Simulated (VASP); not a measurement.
Energy against volume of CeO₂ (fluorite). These are RPBE GGA, VASP's PBE PAW potentials (set 64) (plane waves; VASP) values and carry that method's errors.

```csv
V (Å³/atom),E (eV/atom)
13.072,-8.28641
13.490,-8.30872
13.907,-8.31615
14.324,-8.31101
14.741,-8.29514
```

**Question.** Fit a third-order Birch-Murnaghan equation of state.

**Answer.** 
volume per atom: 13.93 Å^3/atom
bulk modulus: 160 GPa
pressure derivative of the bulk modulus: 4.47
lattice constant a: 5.509 Å

Measured: bulk modulus 220 GPa (computed value off by -27.5 %), as given by High Pressure Brillouin Spectroscopy and X-ray Diffraction of Cerium Dioxide, PMC8269805; a 5.391 Å at 0 K (computed value off by +2.2 %), as given by Stimac et al., (2024), arXiv:2411.06536 [extrapolated to 0 K]. The calculation is for a static lattice, while the measured bulk modulus holds thermal and zero-point effects, which are part of the difference.

The compound is CeO2 in the fluorite structure. It was relaxed first, which changed the volume by +6 %. The run is not spin-polarised, so no magnetic state was tried.
